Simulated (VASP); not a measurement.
Calculation: PBE GGA, VASP's PBE PAW potentials (set 64) (plane waves; VASP 6.6.1).

The input files of a VASP run:

File POSCAR:
```
HfO2
1
    0.0000000000     2.5490410000     2.5490410000
    2.5490410000     0.0000000000     2.5490410000
    2.5490410000     2.5490410000     0.0000000000
Hf O
1 2
Direct
  0.0000000000   0.0000000000   0.0000000000
  0.7500000000   0.7500000000   0.7500000000
  0.2500000000   0.2500000000   0.2500000000
```

**INCAR**
```
# general
SYSTEM  = HfO2
PREC    = Accurate
ENCUT   = 400
LREAL   = F
LASPH   = T

# electronic loop
EDIFF   = 1E-6
NELM    = 100
ALGO    = Normal
LMAXMIX = 6

# smearing
ISMEAR  = -1
SIGMA   = 0.05

# functional
GGA     = PE

# ions
ISIF    = 2

# output
LWAVE   = F
LCHARG  = F
```

**KPOINTS**
```
K-points
0
G
  15 15 15
0 0 0
```

POTCAR, in this order: Hf_pv O (PBE.64 set). Program: vasp_std.

What will the output report for the number of irreducible k-points (NKPTS), largest plane-wave count, number of space-group operations, FFT grid (NGX, NGY, NGZ)?

```yaml
number of irreducible k-points (NKPTS): 120
largest_plane_wave_count: 612
number_of_space_group_operations: 48
FFT grid (NGX, NGY, NGZ): 24 × 24 × 24
```

The structure comes from a computed database's HfO2 entry; how it stands against other phases isn't given here. The cell was not relaxed at this level. The run is one of a series of settings (KPOINTS 15×15×15 Γ-centred mesh against the base run), some of them coarse on purpose.
